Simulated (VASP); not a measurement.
Computed with HSE06 screened hybrid, VASP's PBE PAW potentials (set 64) (plane waves; VASP).

VASP ran on this input.

INCAR:
```
LREAL = Auto   ! projection in real space or not
ALGO = Normal   ! blocked Davidson
PREC = Normal
LORBIT = 10
SIGMA = 0.05   ! width (eV)
LCHARG = .FALSE.
ISYM = 0
ISPIN = 2   ! spin-polarised
MAGMOM = 71*0.0423
LASPH = .TRUE.   ! aspherical one-centre terms
ISIF = 0
HFSCREEN = 0.2   ! 1/Angstrom
ENCUT = 400
PRECFOCK = Fast
LWAVE = .FALSE.
NELM = 50   ! most electronic steps
SYSTEM = Ga35N36
LHFCALC = .TRUE.
EDIFF = 1E-5
ISMEAR = 0   ! Gaussian
GGA = PE   ! PBE
LMAXMIX = 4
NELMIN = 4
NUPDOWN = 3
AEXX = 0.25
```

### KPOINTS
```
Automatic mesh
0
Gamma
1 1 1
0 0 0
```

### POSCAR
```
Ga35N36
1
    4.8683178924    -8.4321738171     0.0000000000
    4.8683178924     8.4321738171     0.0000000000
    0.0000000000     0.0000000000    10.5562839808
Ga N
35 36
Direct
  0.2220343401   0.1111908908   0.2495490767
  0.1105430637   0.2214219522   0.9996395223
  0.2217431268   0.1103378125   0.7504481681
  0.1123203418   0.2213528261   0.5014262206
  0.2223333877   0.4445230038   0.2488833698
  0.1105681416   0.5556031093   0.9996191000
  0.2186751364   0.4424528961   0.7495958625
  0.1122999797   0.5573484705   0.5014076633
  0.2220291561   0.7774763394   0.2495266925
  0.1110376027   0.8887937937   0.0004193266
  0.2217784889   0.7776362715   0.7505162594
  0.1107451217   0.8886005878   0.4995137917
  0.5549310674   0.1107694592   0.2500889259
  0.4440803377   0.2215012001   0.9996173297
  0.5555656085   0.1109385976   0.7500860898
  0.4420138576   0.2213877994   0.5013973195
  0.5549808212   0.4445398486   0.2488891520
  0.4442866164   0.5554020119   0.9981026697
  0.5569844055   0.4424701521   0.7495691415
  0.5550712857   0.7772121731   0.2487993420
  0.4440642958   0.8891288940   0.9996170221
  0.5570681500   0.7809480853   0.7495857027
  0.4419774609   0.8870633255   0.5012950043
  0.8887672822   0.1108847880   0.2501157283
  0.7777672971   0.2222068245   0.0005613304
  0.8884421781   0.1109125248   0.7500712396
  0.7774196288   0.2219987089   0.4994743797
  0.8886531434   0.4446466444   0.2501099531
  0.7781832732   0.5556662908   0.9995497364
  0.8884287510   0.4436810315   0.7500125832
  0.7779833972   0.5574293920   0.5014717598
  0.8883688075   0.7775495804   0.2495237876
  0.7782005411   0.8890871916   0.9995943987
  0.8890806294   0.7776642741   0.7505422591
  0.7780761797   0.8871749913   0.5013908649
  0.2216389770   0.1103292291   0.4382510981
  0.1106938510   0.2215957495   0.1874212355
  0.2218861679   0.1105860916   0.9382387917
  0.1104152761   0.2209219692   0.6888960686
  0.2003996127   0.4334103999   0.4327785380
  0.1106261890   0.5557396329   0.1874169432
  0.2207618971   0.4435935722   0.9390816763
  0.1103952632   0.5557268924   0.6888738149
  0.2216050943   0.7777406601   0.4381938981
  0.1108267558   0.8887397152   0.1886152954
  0.2218599968   0.7777761358   0.9382709048
  0.1108375044   0.8885041578   0.6879809692
  0.5548017081   0.1106457247   0.4386142558
  0.4437852041   0.2215957993   0.1874627054
  0.5557543978   0.1111426998   0.9381555023
  0.4436519056   0.2209792145   0.6888888208
  0.5658579549   0.4335390514   0.4328122503
  0.4441198221   0.5554189844   0.1873798139
  0.5559626807   0.4436790372   0.9391025774
  0.4442252319   0.5552890722   0.7119014856
  0.5659598482   0.7989685047   0.4326980451
  0.4437585241   0.8888401472   0.1873972118
  0.5560019936   0.7788484899   0.9390758134
  0.4436498928   0.8890048048   0.6888349963
  0.8887684976   0.1107194928   0.4385980517
  0.7774974328   0.2221176457   0.1889480127
  0.8885325210   0.1110949524   0.9381387760
  0.7774691148   0.2218369819   0.6879052082
  0.8887007899   0.4446271880   0.4386257234
  0.7779230974   0.5558248791   0.1874105591
  0.8885205328   0.4439838747   0.9381128772
  0.7784684547   0.5557526434   0.6889255245
  0.8890082704   0.7777815582   0.4382208393
  0.7780375303   0.8889270742   0.1873999329
  0.8891336409   0.7778417451   0.9382823620
  0.7785074654   0.8890024859   0.6888636476
```

POTCAR, in this order: Ga N (PBE.64 set). Program: vasp_gam. Read from the step before: WAVECAR.

Output of the run:

File OUTCAR:
```
 ion  position               nearest neighbor table
   1  0.222  0.111  0.250-  49 1.98  37 1.98  45 1.98  36 1.99  10 3.23   2 3.23  14 3.24  12 3.24
                             4 3.24  16 3.24  13 3.24  24 3.24  17 3.24   5 3.24  32 3.25   9 3.25
   2  0.111  0.221  1.000-  42 1.98  62 1.98  37 1.98  38 1.98   3 3.23   7 3.23  26 3.23   1 3.23
                             5 3.23  33 3.24  24 3.24  10 3.24  25 3.24  14 3.25  18 3.25   6 3.25
   3  0.222  0.110  0.750-  51 1.98  39 1.98  38 1.98  47 1.98  16 3.22   4 3.22   2 3.23  14 3.23
                            10 3.23  34 3.24  11 3.24  12 3.24  15 3.25  26 3.25   7 3.25  19 3.25
   4  0.112  0.221  0.501-  40 1.94  36 1.97  39 1.98  60 2.00  16 3.21   7 3.22   3 3.22  12 3.23
                            26 3.23   1 3.24  35 3.25  24 3.25   5 3.26  27 3.26   8 3.27
   5  0.222  0.445  0.249-  40 1.95  53 1.98  41 1.99  37 1.99   6 3.23   2 3.23  17 3.24  20 3.24
                            18 3.24   9 3.24   1 3.24  24 3.25  28 3.25   8 3.26   4 3.26
   6  0.111  0.556  1.000-  42 1.98  66 1.98  46 1.98  41 1.98  11 3.23   7 3.23  30 3.23   5 3.23
                             9 3.23  29 3.24  28 3.24  10 3.24  25 3.24  21 3.25  18 3.25   2 3.25
   7  0.219  0.442  0.750-  55 1.94  39 1.97  43 1.98  42 2.00   4 3.22   8 3.22  30 3.22  26 3.22
                             2 3.23   6 3.23  18 3.24  11 3.25   3 3.25  19 3.29  22 3.30
   8  0.112  0.557  0.501-  40 1.94  44 1.97  43 1.98  64 2.00  23 3.21   7 3.22  11 3.22  30 3.23
                            12 3.23   9 3.24  28 3.25  31 3.26   5 3.26  27 3.26   4 3.27
   9  0.222  0.777  0.250-  41 1.98  57 1.98  45 1.98  44 1.99  10 3.23   6 3.23  21 3.23  12 3.24
                            23 3.24   8 3.24  13 3.24  28 3.24   5 3.24  20 3.24  32 3.25   1 3.25
  10  0.111  0.889  0.000-  38 1.98  46 1.98  70 1.98  45 1.99   9 3.23   1 3.23  32 3.23   3 3.23
                            11 3.23  34 3.23  21 3.24  14 3.24   2 3.24   6 3.24  33 3.24  29 3.24
  11  0.222  0.778  0.751-  59 1.98  43 1.98  46 1.98  47 1.98   8 3.22  23 3.22   6 3.23  21 3.23
                            10 3.23  34 3.24   3 3.24  12 3.24  15 3.25   7 3.25  22 3.25  30 3.25
  12  0.111  0.889  0.500-  36 1.98  44 1.98  68 1.98  47 1.99  35 3.23   4 3.23  31 3.23  23 3.23
                            16 3.23   8 3.23  32 3.24   9 3.24   1 3.24   3 3.24  34 3.24  11 3.24
  13  0.555  0.111  0.250-  61 1.98  57 1.98  49 1.99  48 1.99  27 3.23  25 3.24  14 3.24  21 3.24
                             9 3.24   1 3.24  20 3.25  17 3.25  24 3.25  28 3.25  23 3.25  16 3.25
  14  0.444  0.222  1.000-  54 1.98  50 1.98  38 1.98  49 1.98   3 3.23  19 3.23  15 3.23  17 3.23
                             1 3.24  21 3.24  13 3.24  10 3.24  25 3.25   2 3.25  18 3.25  29 3.25
  15  0.556  0.111  0.750-  51 1.98  59 1.98  63 1.98  50 1.99  22 3.22  19 3.22  21 3.23  14 3.23
                            16 3.23  23 3.23  27 3.24  30 3.24  25 3.24  26 3.24   3 3.25  11 3.25
  16  0.442  0.221  0.501-  52 1.94  36 1.97  51 1.98  48 2.00   4 3.21  19 3.22   3 3.22  12 3.23
                            15 3.23   1 3.24  13 3.25  23 3.26  17 3.26  27 3.26  31 3.27
  17  0.555  0.445  0.249-  52 1.95  53 1.98  49 1.99  65 1.99  14 3.23  29 3.24  20 3.24   5 3.24
                            18 3.24   1 3.24  32 3.24  28 3.25  13 3.25  31 3.26  16 3.26
  18  0.444  0.555  0.998-  54 1.98  58 1.98  42 1.99  53 2.00  17 3.24  22 3.24   7 3.24  20 3.24
                            19 3.24   5 3.24  29 3.25  14 3.25  33 3.25   6 3.25  21 3.25   2 3.25
  19  0.557  0.442  0.750-  55 1.94  67 1.97  51 1.97  54 2.00  31 3.21  16 3.22  15 3.22  30 3.22
                            14 3.23  29 3.23  18 3.24  34 3.25   3 3.25   7 3.29  22 3.30
  20  0.555  0.777  0.249-  56 1.95  53 1.98  57 1.99  69 1.99  21 3.23  33 3.23  17 3.24   5 3.24
                            18 3.24  32 3.24   9 3.24  13 3.25  24 3.25  23 3.26  35 3.26
  21  0.444  0.889  1.000-  58 1.98  50 1.98  57 1.98  46 1.98  11 3.23  15 3.23  22 3.23  20 3.23
                             9 3.23  14 3.24  13 3.24  10 3.24  25 3.25   6 3.25  18 3.25  33 3.25
  22  0.557  0.781  0.750-  55 1.94  71 1.97  59 1.97  58 2.00  35 3.22  23 3.22  26 3.22  15 3.22
                            33 3.23  21 3.23  18 3.24  11 3.25  34 3.25  19 3.30   7 3.30
  23  0.442  0.887  0.501-  56 1.94  44 1.97  59 1.98  48 2.00   8 3.21  22 3.22  11 3.22  12 3.23
                            15 3.23   9 3.24  13 3.25  16 3.26  20 3.26  27 3.26  35 3.27
  24  0.889  0.111  0.250-  61 1.98  37 1.98  69 1.99  60 1.99  27 3.23  25 3.23   2 3.24  33 3.24
                             1 3.24  32 3.24   5 3.25  20 3.25  13 3.25  28 3.25   4 3.25  35 3.25
  25  0.778  0.222  0.001-  66 1.98  62 1.98  50 1.98  61 1.99  24 3.23  28 3.23  13 3.24  30 3.24
                            26 3.24  15 3.24   6 3.24   2 3.24  29 3.24  14 3.25  33 3.25  21 3.25
  26  0.888  0.111  0.750-  71 1.98  39 1.98  63 1.98  62 1.99  22 3.22   7 3.22  33 3.23   2 3.23
                            35 3.23   4 3.23  25 3.24  30 3.24  15 3.24  27 3.24  34 3.25   3 3.25
  27  0.777  0.222  0.499-  48 1.98  64 1.98  60 1.98  63 1.99  24 3.23  13 3.23  28 3.23  30 3.24
                            15 3.24  26 3.24  16 3.26   8 3.26  31 3.26  35 3.26  23 3.26   4 3.26
  28  0.889  0.445  0.250-  61 1.98  65 1.98  41 1.99  64 1.99  27 3.23  25 3.23  29 3.24   6 3.24
                            32 3.24   9 3.24  17 3.25   5 3.25  13 3.25  24 3.25  31 3.25   8 3.25
  29  0.778  0.556  1.000-  54 1.98  66 1.98  70 1.98  65 1.98  34 3.23  19 3.23  30 3.23  32 3.23
                            17 3.24   6 3.24  28 3.24  10 3.24  25 3.24  33 3.25  18 3.25  14 3.25
  30  0.888  0.444  0.750-  43 1.98  67 1.98  63 1.98  66 1.99  19 3.22   7 3.22  29 3.23   8 3.23
                             6 3.23  31 3.23  25 3.24  27 3.24  26 3.24  15 3.24  11 3.25  34 3.25
  31  0.778  0.557  0.501-  52 1.94  68 1.97  67 1.98  64 2.00  35 3.21  19 3.21  34 3.22  12 3.23
                            30 3.23  32 3.24  28 3.25   8 3.26  17 3.26  27 3.26  16 3.27
  32  0.888  0.778  0.250-  69 1.98  65 1.98  45 1.98  68 1.99  10 3.23  33 3.23  29 3.23  12 3.24
                            35 3.24  28 3.24  31 3.24  20 3.24  24 3.24  17 3.24   1 3.25   9 3.25
  33  0.778  0.889  1.000-  58 1.98  62 1.98  70 1.98  69 1.98  34 3.23  26 3.23  22 3.23  32 3.23
                            20 3.23   2 3.24  24 3.24  10 3.24  25 3.25  29 3.25  18 3.25  21 3.25
  34  0.889  0.778  0.751-  67 1.98  71 1.98  70 1.98  47 1.98  31 3.22  35 3.22  29 3.23  33 3.23
                            10 3.23   3 3.24  11 3.24  12 3.24  26 3.25  19 3.25  30 3.25  22 3.25
  35  0.778  0.887  0.501-  56 1.94  68 1.97  71 1.98  60 2.00  31 3.21  22 3.22  34 3.22  12 3.23
                            26 3.23  32 3.24   4 3.25  24 3.25  20 3.26  27 3.26  23 3.27
  36  0.222  0.110  0.438-   4 1.97  16 1.97  12 1.98   1 1.99
  37  0.111  0.222  0.187-   1 1.98   2 1.98  24 1.98   5 1.99
  38  0.222  0.111  0.938-  10 1.98   3 1.98   2 1.98  14 1.98
  39  0.110  0.221  0.689-   7 1.97   4 1.98  26 1.98   3 1.98
...
```

**OSZICAR**
```
       N       E                     dE             d eps       ncg     rms          rms(c)
DAV:   1    -0.517325011388E+03   -0.51733E+03   -0.23088E+01   732   0.124E+01    0.961E+00
DAV:   2    -0.517542862144E+03   -0.21785E+00   -0.94764E-01   832   0.193E+00    0.652E+00
DAV:   3    -0.517506292918E+03    0.36569E-01   -0.13538E-01   804   0.894E-01    0.383E+00
DAV:   4    -0.517486264224E+03    0.20029E-01   -0.24338E-02   816   0.332E-01    0.220E+00
DAV:   5    -0.517478627912E+03    0.76363E-02   -0.78355E-03   824   0.187E-01    0.121E+00
DAV:   6    -0.517476126419E+03    0.25015E-02   -0.17803E-03   816   0.100E-01    0.682E-01
DAV:   7    -0.517475220122E+03    0.90630E-03   -0.61977E-04   840   0.708E-02    0.380E-01
DAV:   8    -0.517474960555E+03    0.25957E-03   -0.37368E-04   896   0.482E-02    0.208E-01
DAV:   9    -0.517474885407E+03    0.75148E-04   -0.10097E-04   812   0.240E-02    0.116E-01
DAV:  10    -0.517474860370E+03    0.25038E-04   -0.32630E-05   664   0.146E-02    0.637E-02
DAV:  11    -0.517474854614E+03    0.57557E-05   -0.13118E-05   516   0.941E-03
   1 F= -.51747485E+03 E0= -.51747485E+03  d E =-.216481E-13  mag=     3.0000
```

### OUTCAR
```
------------------------ aborting loop because EDIFF is reached ----------------------------------------
  volume of cell :      866.68
      direct lattice vectors                 reciprocal lattice vectors
     4.868317892 -8.432173817  0.000000000     0.102704879 -0.059296690  0.000000000
     4.868317892  8.432173817  0.000000000     0.102704879  0.059296690  0.000000000
     0.000000000  0.000000000 10.556283981     0.000000000  0.000000000  0.094730305
  FREE ENERGIE OF THE ION-ELECTRON SYSTEM (eV)
  ---------------------------------------------------
  free  energy   TOTEN  =      -517.4748546139 eV

  energy  without entropy=     -517.4748546139  energy(sigma->0) =     -517.47485461

  exchange ACFDT corr.  =         0.00000000  see jH, gK, PRB 81, 115126

 total charge

# of ion       s       p       d       tot
------------------------------------------
    1        1.011   1.396   0.383   2.789
    2        1.013   1.404   0.387   2.804
    3        1.012   1.403   0.387   2.802
    4        1.021   1.427   0.393   2.841
    5        1.013   1.410   0.388   2.811
    6        1.013   1.404   0.387   2.804
    7        1.015   1.423   0.393   2.832
    8        1.021   1.426   0.393   2.840
    9        1.011   1.396   0.383   2.790
   10        1.011   1.399   0.385   2.795
   11        1.012   1.403   0.387   2.802
   12        1.014   1.404   0.388   2.806
   13        1.009   1.388   0.381   2.778
   14        1.013   1.403   0.387   2.804
   15        1.012   1.402   0.387   2.802
   16        1.021   1.426   0.393   2.840
   17        1.013   1.410   0.388   2.811
   18        1.008   1.386   0.381   2.775
   19        1.015   1.424   0.393   2.832
   20        1.013   1.411   0.388   2.812
   21        1.013   1.404   0.387   2.804
   22        1.015   1.423   0.393   2.832
   23        1.021   1.426   0.393   2.840
   24        1.009   1.389   0.381   2.778
   25        1.010   1.394   0.383   2.787
   26        1.012   1.403   0.387   2.802
   27        1.008   1.388   0.380   2.776
   28        1.009   1.389   0.381   2.778
   29        1.013   1.404   0.387   2.804
   30        1.012   1.403   0.387   2.802
   31        1.021   1.426   0.393   2.840
   32        1.011   1.396   0.383   2.790
   33        1.013   1.404   0.387   2.804
   34        1.012   1.404   0.387   2.803
   35        1.021   1.426   0.393   2.840
   36        1.225   2.461   0.000   3.686
   37        1.226   2.457   0.000   3.683
   38        1.225   2.460   0.000   3.686
   39        1.225   2.463   0.000   3.688
   40        1.260   2.345   0.000   3.605
   41        1.226   2.457   0.000   3.683
   42        1.227   2.454   0.000   3.682
   43        1.225   2.462   0.000   3.687
   44        1.225   2.461   0.000   3.686
   45        1.225   2.458   0.000   3.684
   46        1.225   2.460   0.000   3.686
   47        1.225   2.458   0.000   3.683
   48        1.236   2.433   0.000   3.669
   49        1.226   2.457   0.000   3.683
   50        1.225   2.460   0.000   3.685
   51        1.225   2.463   0.000   3.688
   52        1.260   2.345   0.000   3.605
   53        1.226   2.452   0.000   3.678
   54        1.227   2.455   0.000   3.682
   55        1.263   2.342   0.000   3.605
   56        1.260   2.345   0.000   3.605
   57        1.226   2.457   0.000   3.683
   58        1.227   2.454   0.000   3.682
   59        1.225   2.462   0.000   3.687
   60        1.236   2.433   0.000   3.669
   61        1.225   2.457   0.000   3.682
   62        1.225   2.460   0.000   3.685
   63        1.225   2.458   0.000   3.683
   64        1.236   2.433   0.000   3.669
   65        1.226   2.457   0.000   3.683
   66        1.225   2.460   0.000   3.685
   67        1.225   2.463   0.000   3.688
   68        1.225   2.461   0.000   3.686
   69        1.226   2.457   0.000   3.683
   70        1.225   2.461   0.000   3.686
   71        1.225   2.463   0.000   3.688
--------------------------------------------------
tot         79.763 137.210  13.555 230.529

 magnetization (x)

# of ion       s       p       d       tot
------------------------------------------
    1       -0.000  -0.000   0.000   0.000
    2       -0.000   0.001   0.001   0.002
    3       -0.000  -0.000   0.000  -0.000
    4       -0.008  -0.010   0.010  -0.008
    5       -0.006  -0.010   0.009  -0.007
    6       -0.000   0.001   0.001   0.002
    7       -0.007  -0.012   0.009  -0.010
    8       -0.008  -0.010   0.010  -0.008
    9       -0.000  -0.000   0.000   0.000
   10        0.000  -0.000  -0.000  -0.000
   11       -0.000  -0.000   0.000  -0.000
   12       -0.000  -0.001  -0.000  -0.001
   13       -0.000  -0.001  -0.000  -0.002
   14       -0.000   0.001   0.001   0.002
...
```
(Selected blocks of OUTCAR.)

The supercell is sampled at Γ alone, which is coarse: total energies, pressure and levels can be off, energies of defects by several tenths of an eV.

The cell is a supercell with a defect, built from GaN (wurtzite): vac_Ga. The cell's shape comes from a PBE relaxation.
